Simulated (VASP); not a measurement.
Computed with LDA (Ceperley-Alder, Perdew-Zunger), VASP's LDA PAW potentials (set 64) (plane waves; VASP 6.6.1).

VASP ran on this input.

**POSCAR**
```
Ag
1.0
  0.0000000000   1.9074449539   1.9074449539
  1.9074449539   0.0000000000   1.9074449539
  1.9074449539   1.9074449539   0.0000000000
Ag
1
Cartesian
  0.0000000000   0.0000000000   0.0000000000
```

### INCAR
```
ALGO=Normal
EDIFF=1E-6
EDIFFG=-0.02
ENCUT=500
IBRION=2
ISIF=3
ISMEAR=1
LASPH=T
LCHARG=F
LMAXMIX=4
LREAL=F
LWAVE=F
NELM=100
NSW=40
PREC=Accurate
PSTRESS=450
SIGMA=0.1
SYSTEM=Ag
```

**KPOINTS**
```
Regular mesh
0
G
 16 16 16
```

POTCAR, in this order: Ag (LDA.64 set). Program: vasp_std.

Q: What will the output report for the number of irreducible k-points (NKPTS), largest plane-wave count, number of space-group operations, FFT grid (NGX, NGY, NGZ)?

A: 
```json
{
  "number of irreducible k-points (NKPTS)": "145",
  "largest_plane_wave_count": "363",
  "number_of_space_group_operations": "48",
  "FFT grid (NGX, NGY, NGZ)": "20 × 20 × 20"
}
```

The compound is Ag in the fcc structure. This run relaxes it under an external pressure of 45 GPa. Symmetry was kept, so distortions that lower it aren't found.
